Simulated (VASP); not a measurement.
Consider the following.

```yaml
crystal:
  lattice:
    - [0.00000, 1.98444, 1.98444]
    - [1.98444, 0.00000, 1.98444]
    - [1.98444, 1.98444, 0.00000]
  atoms:
    - { symbol: Au, position: [0.00000, 0.00000, 0.00000] }
```

Computed with LDA (Ceperley-Alder, Perdew-Zunger), VASP's LDA PAW potentials (set 64) (plane waves; VASP). Settings: 520 eV cut-off, 15×15×15 Γ-centred mesh, first-order Methfessel-Paxton smearing of 0.10 eV, potentials Au.

Unless said otherwise, spin-orbit coupling is left out, though it shifts the bands of the heavy elements here.

Predict the energy per atom (σ→0), pressure, band gap (on the k-mesh) with the smallest direct gap where there is one.

```yaml
band gap (on the k-mesh): none (metal, semimetal or under 0.01 eV)
energy per atom (σ→0): -4.405 eV/atom
pressure: 13.91 GPa
```

Total energies compare only between runs with the same potentials, cut-off and functional.

The compound is Au in the fcc structure. This cell is one point of a volume scan, at 0.94 of the reference volume.
